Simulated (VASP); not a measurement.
Output of a VASP run:

File OUTCAR:
```
 ion  position               nearest neighbor table
   1  0.000  0.000  0.339-   7 2.22   7 2.22   8 2.22   8 2.22
   2  0.500  0.500  0.403-   8 2.22  10 2.22   8 2.22  10 2.22   7 2.22   7 2.22
   3  0.000  0.000  0.468-   7 2.22   7 2.22   9 2.22   9 2.22  10 2.22  10 2.22
   4  0.500  0.500  0.532-  12 2.22  12 2.22  10 2.22  10 2.22   9 2.22   9 2.22
   5  0.000  0.000  0.597-   9 2.22  11 2.22   9 2.22  11 2.22  12 2.22  12 2.22
   6  0.500  0.500  0.661-  12 2.22  12 2.22  11 2.22  11 2.22
   7  0.500  0.000  0.403-   1 2.22   3 2.22   1 2.22   3 2.22   2 2.22   2 2.22
   8  0.000  0.500  0.339-   2 2.22   2 2.22   1 2.22   1 2.22
   9  0.500  0.000  0.532-   5 2.22   5 2.22   3 2.22   3 2.22   4 2.22   4 2.22
  10  0.000  0.500  0.468-   2 2.22   2 2.22   4 2.22   4 2.22   3 2.22   3 2.22
  11  0.500  0.000  0.661-   5 2.22   5 2.22   6 2.22   6 2.22
  12  0.000  0.500  0.597-   4 2.22   6 2.22   4 2.22   6 2.22   5 2.22   5 2.22
  LATTYP: Found a simple orthorhombic cell.
 ALAT       =     3.1453103111
 B/A-ratio  =     1.4142137019
 C/A-ratio  =     7.7456838798
 Subroutine PRICEL returns:
 Original cell was already a primitive cell.
 Subroutine GETGRP returns: Found  8 space group operations
The static configuration has the point symmetry C_2v.
 The point group associated with its full space group is D_2h.
The dynamic configuration has the point symmetry C_2v.
 Subroutine INISYM returns: Found  8 space group operations
 Subroutine IBZKPT returns following result:
 Found     20 irreducible k-points:

 Following reciprocal coordinates:
            Coordinates               Weight
  0.000000  0.000000  0.000000      1.000000
  0.111111  0.000000  0.000000      2.000000
  0.222222  0.000000  0.000000      2.000000
  0.333333  0.000000  0.000000      2.000000
  0.444444  0.000000  0.000000      2.000000
  0.000000  0.166667  0.000000      2.000000
  0.111111  0.166667  0.000000      4.000000
  0.222222  0.166667  0.000000      4.000000
  0.333333  0.166667  0.000000      4.000000
  0.444444  0.166667  0.000000      4.000000
  0.000000  0.333333  0.000000      2.000000
  0.111111  0.333333  0.000000      4.000000
  0.222222  0.333333  0.000000      4.000000
  0.333333  0.333333  0.000000      4.000000
  0.444444  0.333333  0.000000      4.000000
  0.000000  0.500000  0.000000      1.000000
  0.111111  0.500000  0.000000      2.000000
  0.222222  0.500000  0.000000      2.000000
  0.333333  0.500000  0.000000      2.000000
  0.444444  0.500000  0.000000      2.000000
   k-points           NKPTS =     20   k-points in BZ     NKDIM =     20   number of bands    NBANDS=     61
   number of dos      NEDOS =    301   number of ions     NIONS =     12
   total plane-waves  NPLWV =  48384
   dimension x,y,z NGX =    16 NGY =   24 NGZ =  126
   dimension x,y,z NGXF=    32 NGYF=   48 NGZF=  252
   ions per type =               6   6
   PREC   = normal    normal or accurate (medium, high low for compatibility)
   ISTART =      0    job   : 0-new  1-cont  2-samecut
   ICHARG =      2    charge: 1-file 2-atom 10-const
   ISPIN  =      1    spin polarized calculation?
   LNONCOLLINEAR =      F non collinear calculations
   LSORBIT =      F    spin-orbit coupling
   INIWAV =      1    electr: 0-lowe 1-rand  2-diag
   ENCUT  =  450.0 eV  33.07 Ry    5.75 a.u.   5.44  7.69 42.14*2*pi/ulx,y,z
   NELM   =    100;   NELMIN=  4; NELMDL= -5     # of ELM steps
   EDIFF  = 0.1E-04   stopping-criterion for ELM
   LREAL  =      F    real-space projection
   NLSPLINE    = F    spline interpolate recip. space projectors
   LMAXMIX     =    4 max onsite mixed and CHGCAR
   VOSKOWN=      0    Vosko Wilk Nusair interpolation
   EDIFFG = -.3E-01   stopping-criterion for IOM
   NSW    =     50    number of steps for IOM
   NBLOCK =      1;   KBLOCK =     50    inner block; outer block
   IBRION =      2    ionic relax: 0-MD 1-quasi-New 2-CG
   NFREE  =      1    steps in history (QN), initial steepest desc. (CG)
   ISIF   =      2    stress and relaxation
   ISYM   =      2    0-nonsym 1-usesym 2-fastsym
   TEIN   =    0.0    initial temperature
   TEBEG  =    0.0;   TEEND  =   0.0 temperature during run
   SMASS  =  -3.00    Nose mass-parameter (am)
   PSTRESS=    0.0 pullay stress
...
```

OSZICAR:
```
...
       N       E                     dE             d eps       ncg     rms          rms(c)
DAV:   1    -0.125340293803E+03    0.33533E-04   -0.93181E-03  2859   0.572E-01    0.163E-02
DAV:   2    -0.125340343282E+03   -0.49479E-04   -0.54659E-04  3360   0.130E-01    0.108E-02
DAV:   3    -0.125340342974E+03    0.30794E-06   -0.19241E-05  2043   0.260E-02    0.727E-03
DAV:   4    -0.125340343606E+03   -0.63241E-06   -0.77107E-06  1624   0.205E-02
   6 F= -.12534034E+03 E0= -.12533857E+03  d E =-.432191E-01
       N       E                     dE             d eps       ncg     rms          rms(c)
DAV:   1    -0.125340070378E+03    0.27260E-03   -0.10870E+00  2724   0.553E+00    0.157E-01
DAV:   2    -0.125344404950E+03   -0.43346E-02   -0.51049E-02  3122   0.118E+00    0.125E-01
DAV:   3    -0.125344510636E+03   -0.10569E-03   -0.24215E-03  3955   0.233E-01    0.955E-02
DAV:   4    -0.125344535590E+03   -0.24954E-04   -0.67296E-04  3728   0.141E-01    0.683E-02
DAV:   5    -0.125344465293E+03    0.70297E-04   -0.70164E-04  3752   0.139E-01    0.179E-02
DAV:   6    -0.125344459976E+03    0.53176E-05   -0.74007E-05  2960   0.481E-02
   7 F= -.12534446E+03 E0= -.12534264E+03  d E =-.411637E-02
       N       E                     dE             d eps       ncg     rms          rms(c)
DAV:   1    -0.125344311518E+03    0.15377E-03   -0.90886E-02  2787   0.160E+00    0.440E-02
DAV:   2    -0.125344677556E+03   -0.36604E-03   -0.43071E-03  3166   0.342E-01    0.381E-02
DAV:   3    -0.125344686468E+03   -0.89119E-05   -0.19878E-04  3859   0.670E-02    0.298E-02
DAV:   4    -0.125344688614E+03   -0.21461E-05   -0.51619E-05  2376   0.412E-02
   8 F= -.12534469E+03 E0= -.12534288E+03  d E =-.434501E-02
       N       E                     dE             d eps       ncg     rms          rms(c)
DAV:   1    -0.125342185615E+03    0.25009E-02   -0.57026E-01  2723   0.448E+00    0.155E-01
DAV:   2    -0.125345663327E+03   -0.34777E-02   -0.38188E-02  3326   0.105E+00    0.944E-02
DAV:   3    -0.125345618997E+03    0.44330E-04   -0.22068E-03  3755   0.246E-01    0.621E-02
DAV:   4    -0.125345596384E+03    0.22613E-04   -0.68798E-04  3640   0.149E-01    0.450E-02
DAV:   5    -0.125345573582E+03    0.22802E-04   -0.17139E-04  3328   0.862E-02    0.130E-02
DAV:   6    -0.125345576063E+03   -0.24809E-05   -0.24492E-05  2104   0.309E-02
   9 F= -.12534558E+03 E0= -.12534367E+03  d E =-.887448E-03
       N       E                     dE             d eps       ncg     rms          rms(c)
DAV:   1    -0.125345539714E+03    0.33868E-04   -0.10148E-02  2799   0.598E-01    0.199E-02
DAV:   2    -0.125345603096E+03   -0.63382E-04   -0.66936E-04  3317   0.141E-01    0.134E-02
DAV:   3    -0.125345602303E+03    0.79300E-06   -0.30908E-05  2192   0.323E-02    0.928E-03
DAV:   4    -0.125345602840E+03   -0.53744E-06   -0.92994E-06  1568   0.238E-02
  10 F= -.12534560E+03 E0= -.12534370E+03  d E =-.914226E-03
       N       E                     dE             d eps       ncg     rms          rms(c)
DAV:   1    -0.125345549763E+03    0.52539E-04   -0.74355E-02  2761   0.154E+00    0.458E-02
DAV:   2    -0.125345866588E+03   -0.31682E-03   -0.36829E-03  3265   0.347E-01    0.345E-02
DAV:   3    -0.125345861876E+03    0.47115E-05   -0.14681E-04  3488   0.634E-02    0.228E-02
DAV:   4    -0.125345859001E+03    0.28754E-05   -0.17543E-05  1912   0.282E-02
  11 F= -.12534586E+03 E0= -.12534399E+03  d E =-.256161E-03
```

OUTCAR:
```
------------------------ aborting loop because EDIFF is reached ----------------------------------------
  FORCE on cell =-STRESS in cart. coord.  units (eV):
  Direction    XX          YY          ZZ          XY          YZ          ZX
  --------------------------------------------------------------------------------------
  Total        2.7678054    -11.8839322     -0.7490663      0.0000000      0.0000000      0.0000000
  in kB       13.0101061    -55.8605802     -3.5209960      0.0000000      0.0000000      0.0000000
  external PRESSURE =     -15.4571567 kB  Pullay stress =       0.0000000 kB
  volume of cell :      340.85
      direct lattice vectors                 reciprocal lattice vectors
     3.145310311  0.000000000  0.000000000     0.317933654  0.000000000  0.000000000
     0.000000000  4.448140939  0.000000000     0.000000000  0.224813020  0.000000000
     0.000000000  0.000000000 24.362579374     0.000000000  0.000000000  0.041046557
 POSITION                                       TOTAL-FORCE (eV/Angst)
 -----------------------------------------------------------------------------------
      0.00000      0.00000      8.42569         0.000000      0.000000      0.002098
      1.57266      2.22407      9.73687         0.000000      0.000000      0.020120
      0.00000      0.00000     11.36796         0.000000      0.000000     -0.002592
      1.57266      2.22407     12.99462         0.000000      0.000000      0.002592
      0.00000      0.00000     14.62571         0.000000      0.000000     -0.020120
      1.57266      2.22407     15.93689         0.000000      0.000000     -0.002098
      1.57266      0.00000      9.79484         0.000000      0.000000      0.013236
      0.00000      2.22407      8.23372         0.000000      0.000000      0.022203
      1.57266      0.00000     12.96077         0.000000      0.000000     -0.008583
      0.00000      2.22407     11.40181         0.000000      0.000000      0.008583
      1.57266      0.00000     16.12886         0.000000      0.000000     -0.022203
      0.00000      2.22407     14.56774         0.000000      0.000000     -0.013236
 -----------------------------------------------------------------------------------
    total drift:                                0.000000      0.000000      0.000000
  FREE ENERGIE OF THE ION-ELECTRON SYSTEM (eV)
  ---------------------------------------------------
  free  energy   TOTEN  =      -125.3458590008 eV

  energy  without entropy=     -125.3402575205  energy(sigma->0) =     -125.34399184

 reached required accuracy - stopping structural energy minimisation
```
(Selected blocks of OUTCAR.)

### POSCAR
```
NbC(110) slab
1
    3.1453103111     0.0000000000     0.0000000000
    0.0000000000     4.4481409387    -0.0000000000
   -0.0000000000    -0.0000000000    24.3625793736
Nb C
6 6
Direct
  0.0000000000   0.0000000000   0.3386200000
  0.5000000000   0.5000000000   0.4031720000
  0.0000000000   0.0000000000   0.4677240000
  0.5000000000   0.5000000000   0.5322760000
  0.0000000000   0.0000000000   0.5968280000
  0.5000000000   0.5000000000   0.6613800000
  0.5000000000   0.0000000000   0.4031720000
  0.0000000000   0.5000000000   0.3386200000
  0.5000000000   0.0000000000   0.5322760000
  0.0000000000   0.5000000000   0.4677240000
  0.5000000000   0.0000000000   0.6613800000
  0.0000000000   0.5000000000   0.5968280000
```

**Question.** Write an INCAR and KPOINTS that could have produced this output.

**Answer.** One answer among several that fit: the input of the run itself, PBEsol GGA, plane waves, VASP's PBE PAW potentials (set 64).

INCAR:
```
SYSTEM = NbC(110) slab
PREC = Normal
ENCUT = 450
EDIFF = 1E-5
NELM = 100
ALGO = Normal
LREAL = .FALSE.
LASPH = .TRUE.
ISMEAR = 1
SIGMA = 0.1
GGA = PS
LMAXMIX = 4
LWAVE = .TRUE.
LCHARG = .FALSE.
NELMIN = 4
LDIPOL = .TRUE.
IDIPOL = 3
DIPOL = 0.5 0.5 0.5
IBRION = 2
ISIF = 2
NSW = 50
EDIFFG = -0.03
```

### KPOINTS
```
Automatic mesh
0
Gamma
9 6 1
0 0 0
```

POTCAR, in this order: Nb_sv C (PBE.64 set). Program: vasp_std.

At this cut-off the stress carries a Pulay error, which pulls relaxed volumes low.

The cell is a thin slab with vacuum, built from NbC (rock salt): (110) face.
